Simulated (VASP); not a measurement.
Data:

```yaml
crystal:
  lattice:
    - [2.12732, -1.22828, 0.00000]
    - [2.12732, 1.22828, 0.00000]
    - [-1.37907, 0.00000, 3.50284]
  atoms:
    - { symbol: C, position: [0.83336, 0.83336, 0.00009] }
    - { symbol: C, position: [0.16664, 0.16664, 0.99991] }
```

The numbers are results of PBEsol GGA, VASP's PBE PAW potentials (set 64) (plane waves; VASP), not measurements. Run with 400 eV cut-off, 16×16×9 Γ-centred mesh, Gaussian smearing of 0.050 eV, potentials C.

At this cut-off the stress carries a Pulay error, which pulls relaxed volumes low.

Give the stress tensor in GPa (positive for a compressed cell).

```
 0.08   0.00  -0.03
 0.00   0.00   0.00
-0.03   0.00  -1.99
```
The pressure is its mean diagonal, -0.64 GPa.

The structure comes from a computed database's C entry; how it stands against other phases isn't given here. The cell was not relaxed at this level.
